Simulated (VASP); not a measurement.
# BaFeO3 with PBEsol + U: from relaxation to properties, part 2 of 2

Aim: relax BaFeO3, then compute properties on the relaxed cell. Left out of this account: 1 further run (relaxation: a spoilt try). The start is a cell from a database of measured crystal structures.

VASP 6.6.1, plane waves and PAW; the level of theory is named at each step.

Still holding for the runs below: The magnetic order is the lowest of the few collinear ones that converged above; longer or canted patterns were not tried.

So far, moment of the cell, from the last line of the log (μB): step 2 (magnetic order: ferromagnetic) 4.12; step 8 (second relaxation) 4.00; step 9 (single point with fields (PBEsol + U)) 4.00. The relaxed cell has a = 3.936 Å (conventional setting).

The database entry behind the starting cell differs from later determinations by our own check (an axis about 1.3 % long against later determinations), so it need not match the best structure at ambient conditions.

### Step 10. Bands along the symmetry lines (PBEsol + U)

Levels along the symmetry lines show where the bands peak and cross; KPOINTS_OPT computes them in the converged potential.

The input, INCAR:

```
SYSTEM = BaFeO3
PREC = Accurate
ENCUT = 520
EDIFF = 1E-06
NELM = 100
ISMEAR = 0
SIGMA = 0.05
LREAL = .FALSE.
ALGO = Normal
GGA = PS
NBANDS = 38
ISPIN = 2
MAGMOM = 0.015 3.598 0.091 0.091 0.091
LDAU = .TRUE.
LDAUTYPE = 2
LDAUL = -1 2 -1
LDAUU = 0 3 0
LDAUJ = 0 0 0
LDAUPRINT = 1
LASPH = .TRUE.
LMAXMIX = 4
LORBIT = 11
LWAVE = .FALSE.
LCHARG = .FALSE.
KPAR = 8
```

The input, POSCAR:

```
BaFeO3
1.0
    3.9356229356      0.0000000000      0.0000000000
    0.0000000000      3.9356229356      0.0000000000
    0.0000000000      0.0000000000      3.9356229356
Ba Fe O
1 1 3
Direct
    0.0000000000      0.0000000000      0.0000000000
    0.5000000000      0.5000000000      0.5000000000
    0.5000000000      0.5000000000      0.0000000000
    0.0000000000      0.5000000000      0.5000000000
    0.5000000000      0.0000000000      0.5000000000
```

The input, KPOINTS:

```
Automatic mesh
0
Gamma
7 7 7
0 0 0
```

The input, KPOINTS_OPT:

```
Line mode
16
Line-mode
Reciprocal
  0.00000000   0.00000000   0.00000000 GAMMA
  0.00000000   0.50000000   0.00000000 X

  0.00000000   0.50000000   0.00000000 X
  0.50000000   0.50000000   0.00000000 M

  0.50000000   0.50000000   0.00000000 M
  0.00000000   0.00000000   0.00000000 GAMMA

  0.00000000   0.00000000   0.00000000 GAMMA
  0.50000000   0.50000000   0.50000000 R

  0.50000000   0.50000000   0.50000000 R
  0.00000000   0.50000000   0.00000000 X

  0.50000000   0.50000000   0.00000000 M
  0.50000000   0.50000000   0.50000000 R
```

Potentials, in the order of the species: Ba_sv, Fe and O (PBE family, release 64).

On the command line:

```console
$ mpirun -np 8 vasp_std
```

Run time: 23 s. Hardware: 8 MPI ranks of Intel Xeon 6975P-C (Granite Rapids), shared host; peak memory 2.4 GiB; 3 min of CPU time.

Numbers from this step:

- bands: 38
- pressure: -0.09581 GPa
- moment of the cell, from the last line of the log: 4.000 μB

Spin up. Electronic bands along the path, in eV, zero at the Fermi level; # counts the bands kept:

```csv
point,#10,#11,#12,#13,#14,#15,#16,#17
Γ,-1.47,-1.47,-0.46,-0.46,-0.46,4.97,4.97,6.84
0.47 of the way,-1.46,-1.46,-0.74,-0.62,-0.62,5.90,6.04,8.05
X,-1.27,-1.27,-0.86,-0.86,-0.60,7.09,7.74,8.44
0.47 of the way,-1.45,-1.39,-1.21,-0.72,0.67,7.55,8.79,8.86
M,-1.59,-1.18,-1.18,-0.44,1.70,7.98,8.26,9.94
0.47 of the way,-1.55,-1.47,-1.10,-0.94,0.46,6.77,7.62,8.61
Γ,-1.47,-1.47,-0.46,-0.46,-0.46,4.97,4.97,6.84
0.53 of the way,-1.20,-1.20,-0.88,0.36,0.36,7.57,7.57,8.18
R,-0.35,-0.35,-0.35,1.72,1.72,6.67,6.67,6.67
0.47 of the way,-1.32,-0.92,-0.62,0.23,1.04,8.04,8.19,8.22
X,-1.27,-1.27,-0.86,-0.86,-0.60,7.09,7.74,8.44
jump to M,-1.59,-1.18,-1.18,-0.44,1.70,7.98,8.26,9.94
0.47 of the way,-0.91,-0.91,-0.40,0.11,1.71,7.38,8.14,8.14
R,-0.35,-0.35,-0.35,1.72,1.72,6.67,6.67,6.67
```

Of the projections kept (Ba, Fe, O), the largest for each band there; the rest of the weight can lie on other orbitals:

```csv
point,#10,#11,#12,#13,#14,#15,#16,#17
Γ,O 1.00,O 1.00,O 0.93,O 0.93,O 0.93,Ba 0.94,Ba 0.94,Fe 0.38
X,O 0.92,O 0.92,O 0.80,O 0.80,Fe 0.59,Ba 0.67,Ba 0.82,Ba 1.00
M,O 0.69,O 0.86,O 0.86,O 0.97,O 0.57,Ba 0.77,Ba 0.78,Ba 0.74
Γ,O 1.00,O 1.00,O 0.93,O 0.93,O 0.93,Ba 0.94,Ba 0.94,Fe 0.38
R,O 1.00,O 1.00,O 1.00,O 0.58,O 0.58,Ba 0.76,Ba 0.76,Ba 0.76
X,O 0.92,O 0.92,O 0.80,O 0.80,Fe 0.59,Ba 0.67,Ba 0.82,Ba 1.00
```

Spin down. Electronic bands along the path, in eV, zero at the Fermi level; v1 is the highest filled band, c1 the lowest empty one:

```csv
point,v4,v3,v2,v1,c1,c2,c3,c4
Γ,-1.19,-0.26,-0.26,-0.26,0.39,0.39,0.39,1.03
0.47 of the way,-1.64,-1.30,-0.69,-0.69,0.42,1.03,1.19,1.19
X,-1.96,-1.96,-1.10,-1.10,0.46,1.03,1.81,1.81
0.47 of the way,-1.86,-1.55,-1.29,-0.68,1.15,1.56,1.77,1.78
M,-2.88,-0.91,-0.91,-0.14,1.71,1.74,1.74,1.92
0.47 of the way,-1.73,-1.49,-1.08,-0.56,1.25,1.33,1.43,1.57
Γ,-1.19,-0.26,-0.26,-0.26,0.39,0.39,0.39,1.03
0.53 of the way,-2.49,-0.83,-0.83,-0.59,1.53,1.61,1.61,3.04
R,-2.39,-0.05,-0.05,-0.05,2.23,2.23,2.23,4.49
0.47 of the way,-2.38,-0.98,-0.65,-0.51,1.67,1.88,1.93,2.99
X,-1.96,-1.96,-1.10,-1.10,0.46,1.03,1.81,1.81
jump to M,-2.88,-0.91,-0.91,-0.14,1.71,1.74,1.74,1.92
0.47 of the way,-2.58,-0.64,-0.64,-0.10,1.95,1.95,2.04,3.05
R,-2.39,-0.05,-0.05,-0.05,2.23,2.23,2.23,4.49
```

Of the projections kept (Ba, Fe, O), the largest for each band there; the rest of the weight can lie on other orbitals:

```csv
point,v4,v3,v2,v1,c1,c2,c3,c4
Γ,O 1.00,O 0.93,O 0.93,O 0.93,Fe 0.99,Fe 0.99,Fe 0.99,Fe 0.96
X,O 0.60,O 0.60,O 0.92,O 0.92,Fe 1.00,Fe 0.96,Fe 0.77,Fe 0.77
M,O 0.64,O 0.86,O 0.86,O 0.97,Fe 0.91,Fe 0.82,Fe 0.82,Fe 0.88
Γ,O 1.00,O 0.93,O 0.93,O 0.93,Fe 0.99,Fe 0.99,Fe 0.99,Fe 0.96
R,O 0.49,O 1.00,O 1.00,O 1.00,Fe 0.79,Fe 0.79,Fe 0.79,Fe 0.64
X,O 0.60,O 0.60,O 0.92,O 0.92,Fe 1.00,Fe 0.96,Fe 0.77,Fe 0.77
```

There is no gap at this level.

Spin up: of the bands kept, 2 cross the Fermi level on this path. Spin down: The path shows an indirect gap of 0.43 eV (valence top at R, conduction bottom at Γ). The least direct gap is 0.65 eV.

### Step 11. Total and projected DOS (PBEsol + U)

A density of states needs more k-points than a total energy; ISMEAR = -5 takes tetrahedra, and LORBIT projects the states on the PAW spheres. The mesh is finer than in the run before.

Changes to INCAR since step 10:

```diff
@@ -5,3 +5,3 @@
 NELM = 100
-ISMEAR = 0
+ISMEAR = -5
 SIGMA = 0.05
@@ -25 +25,2 @@
 KPAR = 8
+NEDOS = 2001
```

POSCAR is that of step 10.

The input, KPOINTS:

```
Automatic mesh
0
Gamma
10 10 10
0 0 0
```

On the command line:

```console
$ mpirun -np 8 vasp_std
```

It took 21 s on 8 MPI ranks; peak memory 2.8 GiB; 2.6 min of CPU time.

With tetrahedra the forces and stress of a metal are not exact derivatives of the energy.

This step gave:

- SCF cycles: 18
- irreducible k-points: 56
- free energy (TOTEN): -34.50 eV
- Fermi energy: 2.951 eV
- pressure: 0.1825 GPa
- DOS at the Fermi level: 0.7333 states/eV/cell

The density of states has structure finer than the step of the table below, so its rows give means over 0.5 eV, whole bins alone (the curve runs from -12.0 to 7.93 eV). Peaks (eV: height): total down -9.76: 6.17, -3.73: 4.24, -2.38: 4.65, 1.82: 6.70; total up -9.84: 6.46, -9.44: 5.23, -5.71: 9.82, -1.43: 6.29; O p up -5.71: 0.644, -1.43: 3.66; O p down -3.73: 2.19, -3.42: 1.03, -2.38: 2.05, -0.96: 2.20; Fe d up -6.91: 1.68, -5.71: 7.91.

States under -12.0 eV and over 7.9 eV are left out. Density of states against energy, zero at the Fermi level; means over each step; 7 of 15 lines; values in states/eV/cell:

```csv
energy (eV),total down,total up,O p up,O p down,Fe d up,Fe d down,Ba p up
-11.5,0,0,0,0,0,0,0
-11.0,0,0.00140,7.4e-5,0,4.1e-5,0,0.00103
-10.5,0.338,0.510,0.0231,0.0139,0.0132,0.00254,0.386
-10.0,2.45,2.85,0.0889,0.0700,0.0427,0.0105,2.31
-9.5,3.20,2.64,0.0406,0.0482,0.0271,0.00865,2.28
-9.0,0.0277,0.00761,2.7e-5,1.1e-4,2.7e-5,3.6e-5,0.00678
-8.5,0,0,0,0,0,0,0
-8.0,0,0,0,0,0,0,0
-7.5,0,0,0,0,0,0,0
-7.0,0,1.14,0.272,0,0.730,0,0.00690
-6.5,2.6e-5,1.37,0.325,1.2e-5,0.802,0,0.0122
-6.0,0.0960,3.56,0.402,0.0463,2.61,0.00120,0.0966
-5.5,0.562,3.66,0.316,0.272,2.86,0.0439,0.101
-5.0,0.843,0.595,0.180,0.410,0.243,0.110,0.00613
-4.5,0.515,0.539,0.198,0.249,0.159,0.116,0.00380
-4.0,2.50,0.839,0.410,1.22,0.0852,0.648,0.0113
-3.5,2.20,0.450,0.215,1.13,0.0592,0.214,0.0102
-3.0,0.750,0.421,0.144,0.343,0.142,0.113,0.00638
-2.5,2.45,0.710,0.278,1.10,0.198,0.440,0.00894
-2.0,1.51,2.50,1.23,0.786,0.400,0.199,0.0418
-1.5,1.20,4.18,2.40,0.713,0.422,0.0832,0.127
-1.0,2.99,3.46,2.15,1.91,0.279,0.136,0.124
-0.5,1.99,2.16,1.48,1.35,0.134,0.0695,0.0373
0.0,0.418,0.779,0.452,0.311,0.177,0.00133,0.00756
0.5,0.223,0.617,0.333,0.0147,0.192,0.185,0.00199
1.0,1.05,0.562,0.299,0.111,0.203,0.833,4.9e-4
1.5,2.82,0.492,0.266,0.372,0.193,2.19,2.3e-5
2.0,3.32,0.00884,0.00486,0.491,0.00358,2.53,0
2.5,0.571,0,0,0.102,0,0.406,0
3.0,0.613,0,0,0.130,0,0.412,0
3.5,0.586,0,0,0.150,0,0.380,0
4.0,0.549,0,0,0.164,0,0.347,0
4.5,0.279,0,0,0.0922,0,0.174,0
5.0,0.00389,0.00883,1.3e-4,4.8e-5,0,0,0
5.5,0.0832,0.0984,0.00313,0.00256,2.5e-5,8.2e-5,2.8e-4
6.0,0.171,0.191,0.0105,0.00929,3.7e-4,5.3e-4,7.3e-4
6.5,0.272,0.305,0.0236,0.0212,9.2e-4,0.00133,0.00134
7.0,0.509,0.632,0.0584,0.0486,0.00223,0.00303,0.00237
7.5,0.972,1.12,0.0994,0.0961,0.00548,0.00703,0.00491
```

The finer mesh and the other smearing move the Fermi level by -0.05 eV from the 7×7×7 run, one measure of the sampling error in the zero of the bands above. Of the states within 0.3 eV of the Fermi level, the largest shares in the PAW spheres are O p 64 % and Fe d 14 %. The rest lies in smaller channels or between the spheres.

### Step 12. Electric field gradients (PBEsol + U)

Field gradients probe how far the charge around each nucleus departs from cubic symmetry; LASPH keeps the non-spherical terms inside the spheres.

Changes to INCAR since step 11:

```diff
@@ -3,5 +3,5 @@
 ENCUT = 520
-EDIFF = 1E-06
+EDIFF = 1E-07
 NELM = 100
-ISMEAR = -5
+ISMEAR = 0
 SIGMA = 0.05
@@ -10,3 +10,3 @@
 GGA = PS
-NBANDS = 38
+NBANDS = 29
 ISPIN = 2
@@ -25,2 +25,2 @@
 KPAR = 8
-NEDOS = 2001
+LEFG = .TRUE.
```

POSCAR is that of step 11.

The input, KPOINTS:

```
Automatic mesh
0
Gamma
7 7 7
0 0 0
```

On the command line:

```console
$ mpirun -np 8 vasp_std
```

The job ended after 11 s (8 MPI ranks; peak memory 1.9 GiB; 81 s of CPU time).

Numbers from this step:

```
SCF cycles                                        : 20
bands                                             : 29
irreducible k-points                              : 20
free energy (TOTEN)                               : -34.51 eV
Fermi energy                                      : 3.004 eV
pressure                                          : 0.02655 GPa
moment of the cell, from the last line of the log : 4 μB
```

Electric field gradients, by row:

```csv
atom,Vxx (V/Å²),Vyy (V/Å²),Vzz (V/Å²),asymmetry
Ba1,0,0,0,-
Fe2,0,0,0,-
O3,-62.62,-62.62,125.2,0
O4,-62.62,-62.62,125.2,0
O5,-62.62,-62.62,125.2,0
```

The largest gradient, 125.23 V/Å², sits on O3 and like sites; times the quadrupole moment of a nucleus that has one, it gives the coupling that NMR and NQR see.

### Step 13. Summary of results

```yaml
relaxed_volume: 12.19 Å³/atom
relaxed_conventional_cell_a_b_c: 3.936, 3.936, 3.936 Å
space_group_after_relaxing_within_0p02_a: Pm-3m (No. 221)
moment_of_the_cell_10x10x10_mesh: 4.00 μB
largest_site_moment_10x10x10_mesh: 3.61 μB on Fe2
band_gap: none, a half-metal
dos_at_the_fermi_level: 0.733 states/eV/cell
largest_field_gradient_vzz: 125.23 V/Å² on O3
```

What this shows: With PBEsol + U, BaFeO3 relaxes to 12.19 Å³/atom in space group Pm-3m, comes out as a half-metal, with a gap in one spin channel alone and keeps moments of up to 3.61 μB (10×10×10 mesh). Against the listed cell the volume lies -6.2 %. Bands along the symmetry lines (PBEsol + U), spin up: Of the bands kept, 2 cross the Fermi level on this path. Bands along the symmetry lines (PBEsol + U), spin down: The path shows an indirect gap of 0.43 eV (valence top at R, conduction bottom at Γ). The least direct gap is 0.65 eV. Spin-orbit coupling is left out, and with elements this heavy it would split and shift bands near the Fermi level. Only a few collinear orders were tried, on the cell as listed. No search among competing phases was made, and a listed structure need not be the one stable at ambient conditions. All values are for a static lattice at zero temperature.

[Lines on the potential files, build, host, timing and source positions are cut from VASP's logs without a mark.]

[Logs are printed without paths, hosts, clocks, repeated set-up lines and the standing remarks that a program may print on its own settings, such as how far it seeks lower states.]

[Hosts, paths, dates, database ids (printed as entryN), source tags and the programs' standing remarks are cut or masked in the printed files.]

[A measured line is paired with the nearest computed mode of its activity, which favours agreement.]
